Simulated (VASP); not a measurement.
Output of a VASP run:

File OSZICAR:
```
       N       E                     dE             d eps       ncg     rms          rms(c)
DAV:   1     0.222862285340E+03    0.22286E+03   -0.13854E+04  2440   0.150E+03
DAV:   2    -0.297055595418E+01   -0.22583E+03   -0.22368E+03  3040   0.416E+02
DAV:   3    -0.174206666992E+02   -0.14450E+02   -0.14384E+02  4672   0.798E+01
DAV:   4    -0.176680417194E+02   -0.24738E+00   -0.24736E+00  2624   0.117E+01
DAV:   5    -0.176757152761E+02   -0.76736E-02   -0.76735E-02  3896   0.134E+00    0.153E+01
DAV:   6    -0.171144894035E+02    0.56123E+00   -0.89611E-01  2528   0.853E+00    0.616E+00
DAV:   7    -0.170081447525E+02    0.10634E+00   -0.60879E-01  3552   0.611E+00    0.113E+00
DAV:   8    -0.170144216050E+02   -0.62769E-02   -0.38813E-02  3152   0.173E+00    0.276E-01
DAV:   9    -0.170146443862E+02   -0.22278E-03   -0.16162E-03  3056   0.433E-01    0.361E-02
DAV:  10    -0.170146021418E+02    0.42244E-04   -0.41448E-05  3560   0.459E-02    0.216E-02
DAV:  11    -0.170146035698E+02   -0.14280E-05   -0.10005E-05  2704   0.411E-02    0.376E-03
DAV:  12    -0.170146034084E+02    0.16141E-06   -0.29359E-07  1768   0.454E-03
   1 F= -.17896292E+02 E0= -.17896356E+02  d E =-.178963E+02
       N       E                     dE             d eps       ncg     rms          rms(c)
DAV:   1    -0.170165873585E+02   -0.19838E-02   -0.14057E-02  2808   0.126E+00    0.200E-01
DAV:   2    -0.170162534983E+02    0.33386E-03   -0.13091E-03  3008   0.341E-01    0.672E-02
DAV:   3    -0.170161733628E+02    0.80136E-04   -0.46628E-04  3568   0.167E-01    0.379E-02
DAV:   4    -0.170161818491E+02   -0.84864E-05   -0.42625E-05  3040   0.317E-02    0.159E-02
DAV:   5    -0.170161863669E+02   -0.45178E-05   -0.30127E-05  3664   0.318E-02    0.683E-03
DAV:   6    -0.170161855741E+02    0.79283E-06   -0.12072E-06  1888   0.904E-03
   2 F= -.17896291E+02 E0= -.17896345E+02  d E =0.176101E-05
       N       E                     dE             d eps       ncg     rms          rms(c)
DAV:   1    -0.170154933363E+02    0.69303E-03   -0.36439E-03  2824   0.643E-01    0.103E-01
DAV:   2    -0.170154004116E+02    0.92925E-04   -0.34021E-04  2992   0.173E-01    0.348E-02
DAV:   3    -0.170153767731E+02    0.23639E-04   -0.12234E-04  3520   0.856E-02    0.194E-02
DAV:   4    -0.170153814857E+02   -0.47126E-05   -0.11102E-05  2648   0.163E-02    0.799E-03
DAV:   5    -0.170153859663E+02   -0.44806E-05   -0.79715E-06  3520   0.171E-02    0.342E-03
DAV:   6    -0.170153863860E+02   -0.41970E-06   -0.30330E-07  1392   0.505E-03
   3 F= -.17896298E+02 E0= -.17896357E+02  d E =-.585489E-05
```

OUTCAR:
```
------------------------ aborting loop because EDIFF is reached ----------------------------------------
 Edisp (eV)   -0.88091
  FORCE on cell =-STRESS in cart. coord.  units (eV):
  Direction    XX          YY          ZZ          XY          YZ          ZX
  --------------------------------------------------------------------------------------
  Total      -0.00021    -0.00021    -0.00203     0.00000    -0.00000    -0.00000
  in kB      -0.00750    -0.00750    -0.07216     0.00000    -0.00000    -0.00000
  external pressure =       -0.03 kB  Pullay stress =        0.00 kB
  volume of cell :       45.00
      direct lattice vectors                 reciprocal lattice vectors
     1.592043523 -2.757500218  0.000000000     0.314061766 -0.181323648  0.000000000
     1.592043523  2.757500218  0.000000000     0.314061766  0.181323648  0.000000000
    -0.000000000  0.000000000  5.125745758    -0.000000000  0.000000000  0.195093562
 POSITION                                       TOTAL-FORCE (eV/Angst)
 -----------------------------------------------------------------------------------
      1.59204      0.91917      1.28144         0.000000     -0.000000      0.000000
      1.59204     -0.91917      3.84431        -0.000000      0.000000      0.000000
 -----------------------------------------------------------------------------------
    total drift:                                0.000000      0.001120     -0.000019
  FREE ENERGIE OF THE ION-ELECTRON SYSTEM (eV)
  ---------------------------------------------------
  free  energy   TOTEN  =       -17.8962982869 eV

  energy  without entropy=      -17.8964757177  energy(sigma->0) =      -17.89635743

 reached required accuracy - stopping structural energy minimisation
```
(Selected blocks of OUTCAR.)

### POSCAR
```
Zr
1
    1.5916677843    -2.7568494193    -0.0000000000
    1.5916677843     2.7568494193     0.0000000000
    0.0000000000     0.0000000000     5.1244860041
Zr
2
Direct
  0.3333330000   0.6666670000   0.2500000000
  0.6666670000   0.3333330000   0.7500000000
```

Q: Reconstruct the remaining input files.

A: Several could match; the one computed here: the input of the run itself, PBE GGA with D3 dispersion (zero damping), plane waves, VASP's PBE PAW potentials (set 64).

**KPOINTS**
```
Automatic mesh
0
Gamma
12 12 7
0 0 0
```

INCAR:
```
ALGO = Normal
EDIFF = 1E-6
EDIFFG = -0.01
ENCUT = 520
GGA = PE
IBRION = 2
ISIF = 3
ISMEAR = 1
IVDW = 11
LASPH = .TRUE.
LCHARG = .FALSE.
LMAXMIX = 4
LREAL = .FALSE.
LWAVE = .FALSE.
NELM = 100
NSW = 60
PREC = Accurate
SIGMA = 0.1
SYSTEM = Zr
```

POTCAR, in this order: Zr_sv (PBE.64 set). Program: vasp_std.

The compound is Zr in the hcp structure. This run relaxes it. Symmetry was kept, so distortions that lower it aren't found. The start is the result of an earlier pass.
